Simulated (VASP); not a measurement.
These are r2SCAN meta-GGA, VASP's PBE PAW potentials (set 64) (plane waves; VASP) values and carry that method's errors.

Input for VASP

### INCAR
```
# general
SYSTEM  = Zr
PREC    = Accurate
ENCUT   = 480   # plane-wave cut-off (eV)
LREAL   = F
LASPH   = T

# electronic loop
EDIFF   = 1E-7   # SCF stop (eV)
NELM    = 100   # most electronic steps
ALGO    = Normal
LMAXMIX = 4
LMIXTAU = T

# smearing
ISMEAR  = 1
SIGMA   = 0.1

# functional
METAGGA = R2SCAN

# ions
ISIF    = 2   # forces and stress, cell fixed

# output
LWAVE   = F
LCHARG  = F
```

**POSCAR**
```
Zr
1
    1.6219689991    -2.8093326598     0.0000000000
    1.6219689991     2.8093326598    -0.0000000000
    0.0000000000    -0.0000000000     5.1505613470
Zr
2
Direct
  0.3333330000   0.6666670000   0.2500000000
  0.6666670000   0.3333330000   0.7888307189
```

File KPOINTS:
```
Automatic mesh
0
Gamma
12 12 8
0 0 0
```

POTCAR, in this order: Zr_sv (PBE.64 set). Program: vasp_std.

The run wrote:

### OUTCAR
```
 ion  position               nearest neighbor table
   1  0.333  0.667  0.250-   2 3.02   2 3.02   2 3.02   2 3.35   2 3.35   2 3.35
   2  0.667  0.333  0.789-   1 3.02   1 3.02   1 3.02   1 3.35   1 3.35   1 3.35
  LATTYP: Found a hexagonal cell.
 ALAT       =     3.2439379506
 C/A-ratio  =     1.5877496504
 Subroutine PRICEL returns:
 Original cell was already a primitive cell.
 Subroutine GETGRP returns: Found 12 space group operations
The static configuration has the point symmetry C_3v.
 The point group associated with its full space group is D_3d.
The dynamic configuration has the point symmetry C_3v.
 Subroutine INISYM returns: Found 12 space group operations
 Subroutine IBZKPT returns following result:
 Found    131 irreducible k-points:

 Following reciprocal coordinates:
            Coordinates               Weight
  0.000000  0.000000  0.000000      1.000000
  0.083333  0.000000  0.000000      6.000000
  0.166667  0.000000  0.000000      6.000000
  0.250000  0.000000  0.000000      6.000000
  0.333333  0.000000  0.000000      6.000000
  0.416667  0.000000  0.000000      6.000000
  0.500000  0.000000  0.000000      3.000000
  0.083333  0.083333  0.000000      6.000000
  0.166667  0.083333  0.000000     12.000000
  0.250000  0.083333  0.000000     12.000000
  0.333333  0.083333  0.000000     12.000000
  0.416667  0.083333  0.000000     12.000000
  0.166667  0.166667  0.000000      6.000000
  0.250000  0.166667  0.000000     12.000000
  0.333333  0.166667  0.000000     12.000000
  0.416667  0.166667  0.000000      6.000000
  0.250000  0.250000  0.000000      6.000000
  0.333333  0.250000  0.000000     12.000000
  0.333333  0.333333  0.000000      2.000000
  0.000000  0.000000  0.125000      2.000000
  0.083333  0.000000  0.125000      6.000000
  0.000000  0.083333  0.125000      6.000000
...
```

File OSZICAR:
```
       N       E                     dE             d eps       ncg     rms          rms(c)
DAV:   1     0.177587447620E+03    0.17759E+03   -0.13435E+04  4192   0.144E+03
DAV:   2    -0.416090800573E+02   -0.21920E+03   -0.21732E+03  5288   0.416E+02
DAV:   3    -0.585309836069E+02   -0.16922E+02   -0.16779E+02  8120   0.808E+01
DAV:   4    -0.588962724504E+02   -0.36529E+00   -0.36513E+00  4456   0.141E+01
DAV:   5    -0.589087085566E+02   -0.12436E-01   -0.12435E-01  6640   0.170E+00    0.183E+01
DAV:   6    -0.472563780734E+02    0.11652E+02   -0.10998E+01  5264   0.237E+01    0.472E+00
DAV:   7    -0.438348129736E+02    0.34216E+01   -0.17492E+00  4576   0.123E+01    0.134E+00
DAV:   8    -0.456906141128E+02   -0.18558E+01   -0.78463E-01  4264   0.101E+01    0.793E-01
DAV:   9    -0.451266786822E+02    0.56394E+00   -0.10183E+00  4192   0.986E+00    0.612E-01
DAV:  10    -0.450970924393E+02    0.29586E-01   -0.12376E-01  4728   0.304E+00    0.665E-01
DAV:  11    -0.454010601259E+02   -0.30397E+00   -0.15977E-01  4328   0.341E+00    0.176E-01
DAV:  12    -0.454131570496E+02   -0.12097E-01   -0.12307E-02  7752   0.105E+00    0.223E-01
DAV:  13    -0.454107032160E+02    0.24538E-02   -0.71285E-03  4264   0.723E-01    0.117E-01
DAV:  14    -0.454120356349E+02   -0.13324E-02   -0.34754E-03  4288   0.516E-01    0.608E-02
DAV:  15    -0.454126740201E+02   -0.63839E-03   -0.24039E-03  4432   0.379E-01    0.976E-02
DAV:  16    -0.454127355555E+02   -0.61535E-04   -0.20299E-04  5536   0.154E-01    0.178E-02
DAV:  17    -0.454127872734E+02   -0.51718E-04   -0.10401E-04  4656   0.729E-02    0.149E-02
DAV:  18    -0.454127779861E+02    0.92873E-05   -0.27936E-05  4648   0.425E-02    0.490E-03
DAV:  19    -0.454127641666E+02    0.13819E-04   -0.37024E-06  5392   0.187E-02    0.784E-03
DAV:  20    -0.454127702146E+02   -0.60480E-05   -0.32535E-06  4440   0.165E-02    0.417E-03
DAV:  21    -0.454127624377E+02    0.77769E-05   -0.84256E-07  4648   0.808E-03    0.523E-04
DAV:  22    -0.454127632020E+02   -0.76433E-06   -0.73782E-08  2528   0.338E-03    0.431E-04
DAV:  23    -0.454127625671E+02    0.63491E-06   -0.64153E-08  2352   0.238E-03    0.238E-04
DAV:  24    -0.454127620765E+02    0.49060E-06   -0.12102E-08  2224   0.995E-04    0.106E-04
DAV:  25    -0.454127620359E+02    0.40562E-07   -0.39160E-09  2240   0.572E-04
   1 F= -.45412762E+02 E0= -.45413021E+02  d E =0.776912E-03
```

### OUTCAR
```
------------------------ aborting loop because EDIFF is reached ----------------------------------------
  FORCE on cell =-STRESS in cart. coord.  units (eV):
  Direction    XX          YY          ZZ          XY          YZ          ZX
  --------------------------------------------------------------------------------------
  Total        0.3297191      0.3297190      0.6891379      0.0000000     -0.0000000     -0.0000000
  in kB       11.2544520     11.2544516     23.5226615      0.0000000     -0.0000000     -0.0000000
  external PRESSURE =      15.3438550 kB  Pullay stress =       0.0000000 kB
  volume of cell :       46.94
      direct lattice vectors                 reciprocal lattice vectors
     1.621968999 -2.809332660  0.000000000     0.308267298 -0.177978211  0.000000000
     1.621968999  2.809332660  0.000000000     0.308267298  0.177978211  0.000000000
     0.000000000  0.000000000  5.150561347     0.000000000  0.000000000  0.194153595
 POSITION                                       TOTAL-FORCE (eV/Angst)
 -----------------------------------------------------------------------------------
      1.62197      0.93645      1.28764         0.000000     -0.000000      1.018109
      1.62197     -0.93645      4.06292        -0.000000      0.000000     -1.018109
 -----------------------------------------------------------------------------------
    total drift:                                0.000000     -0.000193      0.000046
  FREE ENERGIE OF THE ION-ELECTRON SYSTEM (eV)
  ---------------------------------------------------
  free  energy   TOTEN  =       -45.4127620359 eV

  energy  without entropy=      -45.4135389475  energy(sigma->0) =      -45.41302101
```
(Selected blocks of OUTCAR.)

The compound is Zr in the hcp structure. This cell was strained or had an atom moved on purpose.
